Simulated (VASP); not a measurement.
VASP ran on this input.

### INCAR
```
! general
SYSTEM  =Co
PREC    =Accurate
ENCUT   =520
LREAL   =.False.
LASPH   =.True.

! electronic loop
EDIFF   =1E-7
NELM    =100
ALGO    =Normal
LMAXMIX =4

! smearing
ISMEAR  =1
SIGMA   =0.1

! functional
GGA     =CX
LUSE_VDW=.True.
AGGAC   =0.0

! spin
ISPIN   =2   ! spin-polarised
MAGMOM  =2*1.6

! ions
IBRION  =2   ! conjugate gradients
NSW     =30
ISIF    =4
EDIFFG  =-0.01

! output
LWAVE   =.False.
LCHARG  =.False.
LORBIT  =10
```

**KPOINTS**
```
Automatic mesh
0
Gamma
17 17 9
0 0 0
```

### POSCAR
```
Co
1
    1.2537705640    -2.1715945445     0.0000000000
    1.2537705640     2.1715945445     0.0000000000
    0.0000000000     0.0000000000     4.0432238166
Co
2
Direct
  0.3333330000   0.6666670000   0.2500000000
  0.6666670000   0.3333330000   0.7500000000
```

POTCAR, in this order: Co (PBE.64 set). Program: vasp_std.

Write an equivalent input for Quantum ESPRESSO's pw.x.

One equivalent input (not run):
```
&CONTROL
  calculation = 'vc-relax'
  pseudo_dir = './pseudo'
  outdir = './out'
  tprnfor = .true.
  tstress = .true.
  nstep = 30
  forc_conv_thr = 0.00039
/
&SYSTEM
  ibrav = 0
  nat = 2
  ntyp = 1
  ecutwfc = 96
  occupations = 'smearing'
  smearing = 'methfessel-paxton'
  degauss = 0.00735
  input_dft = 'vdw-df-cx'
  nspin = 2
  starting_magnetization(1) = 0.16
/
&ELECTRONS
  conv_thr = 7.3e-09
  electron_maxstep = 100
/
&IONS
/
&CELL
  cell_dofree = 'shape'
/
ATOMIC_SPECIES
  Co 58.933 Co.upf
CELL_PARAMETERS angstrom
     1.2537706   -2.1715945    0.0000000
     1.2537706    2.1715945    0.0000000
     0.0000000    0.0000000    4.0432238
ATOMIC_POSITIONS crystal
  Co   0.3333330  0.6666670  0.2500000
  Co   0.6666670  0.3333330  0.7500000
K_POINTS automatic
  17 17 9 0 0 0
```
Limits of the translation: the potentials are each code's own (VASP's PAW set, PseudoDojo norm-conserving files in pw.x), so ENCUT and ecutwfc are chosen apart and not converted; conv_thr bounds pw.x's estimated SCF error, while EDIFF bounds the energy change between steps; starting_magnetization is a fraction of the valence charge and MAGMOM a moment in μB, so they match only roughly; forc_conv_thr acts on force components and is met together with etot_conv_thr.

The compound is Co in the hcp structure. This cell is one point of a volume scan, at 1.06 of the reference volume.
